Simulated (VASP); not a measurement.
Level of theory: LDA (Ceperley-Alder, Perdew-Zunger), VASP's LDA PAW potentials (set 64) (plane waves; VASP).

Gaps are without spin-orbit coupling.

Q: Order these relaxed crystals by band gap, smallest first: ZnS, F-43m (216); TlBiF4, P4/mmm (123); CaO, Fm-3m (225); GeF4, I-43m (217).

A: ZnS, F-43m (216) (2.15 eV), TlBiF4, P4/mmm (123) (3.21 eV), CaO, Fm-3m (225) (3.42 eV), GeF4, I-43m (217) (4.87 eV)
